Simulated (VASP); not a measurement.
# Which native defect does TiSi2 form most easily?, part 2 of 7

Aim: formation energies of the vacancies and antisites of TiSi2, in the two limits of its composition. The start is a computed cell from the Materials Project.

VASP 6.6.1, plane waves and PAW; the level of theory is named at each step.

So far. Step 2 (Relaxing the host crystal): The run ended after 6 ionic steps, 0.062 eV below its first step, once forces and stress met EDIFFG = -0.02.

**3. The perfect supercell**

Level of this step: LDA; plane waves and PAW (Ti, Si) (VASP).

System of this step: TiSi2. It takes space group Cmcm (No. 63, orthorhombic). Conventional cell: a = 3.487 Å, b = 13.245 Å, c = 3.540 Å, α = 90.00°, β = 90.00°, γ = 90.00°. Ti has 10 Si at 2.55 to 2.77 Å nearest. Si has 4 Si at 2.48 Å and 4 Ti at 2.63 Å nearest. Si has 2 Si at 2.37 Å and 6 Ti at 2.55 to 2.77 Å nearest. Farther neighbours are not listed.

The same cell, mesh and cutoff without the defect give the energy to subtract and, in a gapped host, the band edges to count from, so that most errors cancel.

File INCAR:

```
SYSTEM = TiSi2
PREC = Normal
ENCUT = 300
EDIFF = 1E-05
NELM = 120
ISMEAR = 1
SIGMA = 0.2
LREAL = Auto
ALGO = Fast
GGA = CA
NBANDS = 104
LASPH = .TRUE.
LORBIT = 11
LWAVE = .FALSE.
LCHARG = .FALSE.
KPAR = 4
NCORE = 2
```

File POSCAR:

```
TiSi2
1.0
    1.7433413960      6.6223680439      3.5401535013
    1.7433413960     -6.6223680439      3.5401535013
   10.4600483760      0.0000000000      0.0000000000
Ti Si
12 24
Direct
    0.5226798965      0.7273201035      0.1250000000
    0.5226798965      0.7273201035      0.4583333333
    0.0226798965      0.2273201035      0.2916666667
    0.5226798965      0.7273201035      0.7916666667
    0.0226798965      0.2273201035      0.6250000000
    0.0226798965      0.2273201035      0.9583333333
    0.9773201035      0.7726798965      0.0416666667
    0.9773201035      0.7726798965      0.3750000000
    0.4773201035      0.2726798965      0.2083333333
    0.9773201035      0.7726798965      0.7083333333
    0.4773201035      0.2726798965      0.5416666667
    0.4773201035      0.2726798965      0.8750000000
    0.8745008268      0.3754991732      0.1250000000
    0.8745008268      0.3754991732      0.4583333333
    0.3745008268      0.8754991732      0.2916666667
    0.8745008268      0.3754991732      0.7916666667
    0.3745008268      0.8754991732      0.6250000000
    0.3745008268      0.8754991732      0.9583333333
    0.6254991732      0.1245008268      0.0416666667
    0.6254991732      0.1245008268      0.3750000000
    0.1254991732      0.6245008268      0.2083333333
    0.6254991732      0.1245008268      0.7083333333
    0.1254991732      0.6245008268      0.5416666667
    0.1254991732      0.6245008268      0.8750000000
    0.1847297764      0.0652702236      0.1250000000
    0.1847297764      0.0652702236      0.4583333333
    0.6847297764      0.5652702236      0.2916666667
    0.1847297764      0.0652702236      0.7916666667
    0.6847297764      0.5652702236      0.6250000000
    0.6847297764      0.5652702236      0.9583333333
    0.3152702236      0.4347297764      0.0416666667
    0.3152702236      0.4347297764      0.3750000000
    0.8152702236      0.9347297764      0.2083333333
    0.3152702236      0.4347297764      0.7083333333
    0.8152702236      0.9347297764      0.5416666667
    0.8152702236      0.9347297764      0.8750000000
```

File KPOINTS:

```
Automatic mesh
0
Gamma
4 4 3
0 0 0
```

Potentials, in the order of the species: Ti and Si (LDA family, release 64).

The run is started by

```sh
$ mpirun -np 8 vasp_std
```

Log:

```text
[banner, memory and clock lines left out]
running    8 mpi-ranks, on    1 nodes
 distrk:  each k-point on    2 cores,    4 groups
 distr:  one band on    2 cores,    1 groups

 POSCAR found type information on POSCAR TiSi
 POSCAR found :  2 types and      36 ions
 LDA part: xc-table for (Slater(with rela. corr.)+CA(PZ))
 , standard interpolation
 POSCAR, INCAR and KPOINTS ok, starting setup
 FFT: planning ... GRIDC
 FFT: planning ... GRID_SOFT
 FFT: planning ... GRID
 WAVECAR not read
 entering main loop
       N       E                     dE             d eps       ncg     rms          rms(c)
DAV:   1     0.637496793888E+03    0.63750E+03   -0.33888E+04  3536   0.786E+02
DAV:   2    -0.169070653160E+03   -0.80657E+03   -0.76217E+03  3536   0.239E+02
DAV:   3    -0.284919818125E+03   -0.11585E+03   -0.11070E+03  4936   0.835E+01
DAV:   4    -0.290036336448E+03   -0.51165E+01   -0.50353E+01  4656   0.187E+01
DAV:   5    -0.290153765227E+03   -0.11743E+00   -0.11712E+00  4544   0.295E+00    0.656E+01
RMM:   6    -0.269186046140E+03    0.20968E+02   -0.13730E+02  4050   0.368E+01    0.131E+01
RMM:   7    -0.269341291216E+03   -0.15525E+00   -0.22707E+01  4093   0.152E+01    0.166E+01
RMM:   8    -0.269601270353E+03   -0.25998E+00   -0.68439E+00  4252   0.448E+00    0.450E+00
RMM:   9    -0.269572344627E+03    0.28926E-01   -0.22902E+00  3863   0.580E+00    0.740E+00
RMM:  10    -0.269543186283E+03    0.29158E-01   -0.34887E-01  4308   0.170E+00    0.323E+00
RMM:  11    -0.269519811977E+03    0.23374E-01   -0.35975E-01  4263   0.169E+00    0.135E+00
RMM:  12    -0.269510933722E+03    0.88783E-02   -0.10818E-01  4430   0.954E-01    0.470E-01
RMM:  13    -0.269510958701E+03   -0.24979E-04   -0.15718E-02  4408   0.331E-01    0.451E-01
RMM:  14    -0.269511213795E+03   -0.25509E-03   -0.39771E-03  4708   0.148E-01    0.198E-01
RMM:  15    -0.269511029115E+03    0.18468E-03   -0.91162E-04  4501   0.833E-02    0.120E-01
RMM:  16    -0.269510961179E+03    0.67936E-04   -0.66897E-04  4408   0.719E-02    0.551E-02
RMM:  17    -0.269510979764E+03   -0.18585E-04   -0.24890E-04  4564   0.340E-02    0.124E-02
RMM:  18    -0.269510983181E+03   -0.34170E-05   -0.39719E-05  3542   0.174E-02
   1 F= -.26951098E+03 E0= -.26950655E+03  d E =-.133063E-01
```

Wall time 49 s (8 MPI ranks of AMD EPYC 7R43, shared host); peak memory 1.8 GiB; 6.3 min of CPU time.

Parts of OUTCAR (step 3):

```text
  LATTYP: Found a base centered monoclinic cell.
 ALAT       =     7.8922559603
 B/A-ratio  =     1.6781939352
 C/A-ratio  =     1.2591754428
 COS(beta)  =    -0.3291655714

 Subroutine GETGRP returns: Found  4 space group operations
 (whereof  2 operations were pure point group operations)

The static configuration has the point symmetry S_2 .
 The point group associated with its full space group is C_2h.

 Found     17 irreducible k-points:

   k-points           NKPTS =     17   k-points in BZ     NKDIM =     17   number of bands    NBANDS=    104

   dimension x,y,z NGX =    36 NGY =   36 NGZ =   48
   dimension x,y,z NGXF=    72 NGYF=   72 NGZF=   96

   ENCUT  =  300.0 eV  22.05 Ry    4.70 a.u.  10.89 10.89 14.77*2*pi/ulx,y,z

   NELECT =     144.0000    total number of electrons

 E-fermi :   8.7497

 k-point     1 :       0.0000    0.0000    0.0000
  band No.  band energies     occupation
    ...
     67       7.2469      2.00000
     68       7.2740      2.00000
     69       7.2740      2.00000
     70       7.8624      2.00000
     71       7.8624      2.00000
     72       9.1842     -0.00882
     73       9.3625     -0.00013
     74       9.3625     -0.00013
     75       9.4703     -0.00000
     76       9.4703     -0.00000
    ...

 k-point     2 :       0.2500    0.0000    0.0000
  band No.  band energies     occupation
    ...
     68       7.5679      2.00000
     69       7.6599      2.00000
     70       7.7420      2.00000
     71       8.7644      0.87590
     72       8.7687      0.84008
     73       8.8402      0.31448
     74       9.1393     -0.01886
     75       9.2321     -0.00340
     76       9.2702     -0.00145
     77       9.3537     -0.00017
    ...

  Total       -0.4030657      0.2326801     -1.3367628      0.0000000      0.0000000     -0.0490472
  in kB       -1.3167014      0.7600999     -4.3668254      0.0000000      0.0000000     -0.1602233
  external PRESSURE =      -1.6411423 kB  Pullay stress =       0.0000000 kB

  energy-cutoff  :      300.00
  volume of cell :      490.45
      direct lattice vectors                 reciprocal lattice vectors
     1.743341396  6.622368044  3.540153501     0.000000000  0.075501693  0.141236814
     1.743341396 -6.622368044  3.540153501     0.000000000 -0.075501693  0.141236814
    10.460048376  0.000000000  0.000000000     0.095601852  0.000000000 -0.047078938

 POSITION                                       TOTAL-FORCE (eV/Angst)
 -----------------------------------------------------------------------------------
      3.48668     -1.35520      4.42519        -0.000000     -0.005722      0.000000
      6.97337     -1.35520      4.42519         0.000000     -0.005722      0.000000
      3.48668     -1.35520      0.88504        -0.000000     -0.005722      0.000000
     10.46005     -1.35520      4.42519        -0.000000     -0.005722      0.000000
      6.97337     -1.35520      0.88504         0.000000     -0.005722      0.000000
     10.46005     -1.35520      0.88504         0.000000     -0.005722      0.000000
      3.48668      1.35520      6.19527        -0.000000      0.005722      0.000000
      6.97337      1.35520      6.19527        -0.000000      0.005722      0.000000
      3.48668      1.35520      2.65512        -0.000000      0.005722      0.000000
     10.46005      1.35520      6.19527        -0.000000      0.005722      0.000000
      6.97337      1.35520      2.65512        -0.000000      0.005722      0.000000
     10.46005      1.35520      2.65512         0.000000      0.005722      0.000000
      3.48668      3.30457      4.42519         0.000000      0.005044      0.000000
      6.97337      3.30457      4.42519         0.000000      0.005044      0.000000
      5.23002     -3.31780      4.42519        -0.000000      0.005044      0.000000
     10.46005      3.30457      4.42519         0.000000      0.005044      0.000000
      8.71671     -3.31780      4.42519        -0.000000      0.005044      0.000000
     12.20339     -3.31780      4.42519         0.000000      0.005044      0.000000
      1.74334      3.31780      2.65512         0.000000     -0.005044      0.000000
      5.23002      3.31780      2.65512         0.000000     -0.005044      0.000000
      3.48668     -3.30457      2.65512         0.000000     -0.005044      0.000000
      8.71671      3.31780      2.65512        -0.000000     -0.005044      0.000000
      6.97337     -3.30457      2.65512         0.000000     -0.005044      0.000000
     10.46005     -3.30457      2.65512         0.000000     -0.005044      0.000000
      1.74334      0.79111      0.88504         0.000000     -0.015374      0.000000
      5.23002      0.79111      0.88504         0.000000     -0.015374      0.000000
      5.23002      0.79111      4.42519        -0.000000     -0.015374      0.000000
      8.71671      0.79111      0.88504        -0.000000     -0.015374      0.000000
      8.71671      0.79111      4.42519         0.000000     -0.015374      0.000000
     12.20339      0.79111      4.42519        -0.000000     -0.015374      0.000000
      1.74334     -0.79111      2.65512         0.000000      0.015374      0.000000
      5.23002     -0.79111      2.65512        -0.000000      0.015374      0.000000
      5.23002     -0.79111      6.19527        -0.000000      0.015374      0.000000
      8.71671     -0.79111      2.65512         0.000000      0.015374      0.000000
      8.71671     -0.79111      6.19527         0.000000      0.015374      0.000000
     12.20339     -0.79111      6.19527        -0.000000      0.015374      0.000000
 -----------------------------------------------------------------------------------
    total drift:                               -0.000000      0.000000      0.000000

  FREE ENERGIE OF THE ION-ELECTRON SYSTEM (eV)
  ---------------------------------------------------
  free  energy   TOTEN  =      -269.5109831810 eV

  energy  without entropy=     -269.4976769242  energy(sigma->0) =     -269.50654776

 total charge
# of ion       s       p       d       tot
------------------------------------------
    1        0.427   0.662   2.913   4.002
    2        0.427   0.662   2.913   4.002
    3        0.427   0.662   2.913   4.002
    4        0.427   0.662   2.913   4.002
    5        0.427   0.662   2.913   4.002
    6        0.427   0.662   2.913   4.002
    7        0.427   0.662   2.913   4.002
    8        0.427   0.662   2.913   4.002
    9        0.427   0.662   2.913   4.002
   10        0.427   0.662   2.913   4.002
   11        0.427   0.662   2.913   4.002
   12        0.427   0.662   2.913   4.002
   13        0.757   0.918   0.000   1.674
   14        0.757   0.918   0.000   1.674
   15        0.757   0.918   0.000   1.674
   16        0.757   0.918   0.000   1.674
   17        0.757   0.918   0.000   1.674
   18        0.757   0.918   0.000   1.674
   19        0.757   0.918   0.000   1.674
   20        0.757   0.918   0.000   1.674
   21        0.757   0.918   0.000   1.674
   22        0.757   0.918   0.000   1.674
   23        0.757   0.918   0.000   1.674
   24        0.757   0.918   0.000   1.674
   25        0.779   0.942   0.000   1.720
   26        0.779   0.942   0.000   1.720
   27        0.779   0.942   0.000   1.720
   28        0.779   0.942   0.000   1.720
   29        0.779   0.942   0.000   1.720
   30        0.779   0.942   0.000   1.720
   31        0.779   0.942   0.000   1.720
   32        0.779   0.942   0.000   1.720
   33        0.779   0.942   0.000   1.720
   34        0.779   0.942   0.000   1.720
   35        0.779   0.942   0.000   1.720
   36        0.779   0.942   0.000   1.720
--------------------------------------------------
tot         23.548  30.256  34.958  88.763

[... 7 further parts left out ...]
```

This step gave:

```
electronic cycles       : 18
electrons               : 144
free energy (TOTEN)     : -269.5110 eV
energy at zero smearing : -269.5065 eV
Fermi energy            : 8.750 eV
```

The host is treated as a metal, as its relaxation found a gap under 0.3 eV or none, and only the neutral defect is run.

(Continued in part 3 of 7.)

[Lines on the potential files, build, host, timing and source positions are cut from VASP's logs without a mark.]

[Logs are printed without paths, hosts, clocks, repeated set-up lines and the standing remarks that a program may print on its own settings, such as how far it seeks lower states.]

[Hosts, paths, dates, database ids (printed as entryN), source tags and the programs' standing remarks are cut or masked in the printed files.]

[In band tables of VASP the shares of atoms and orbitals are scaled to a sum of 1 inside the atoms' spheres.]

[Runs that stopped without an error message from VASP are left out.]
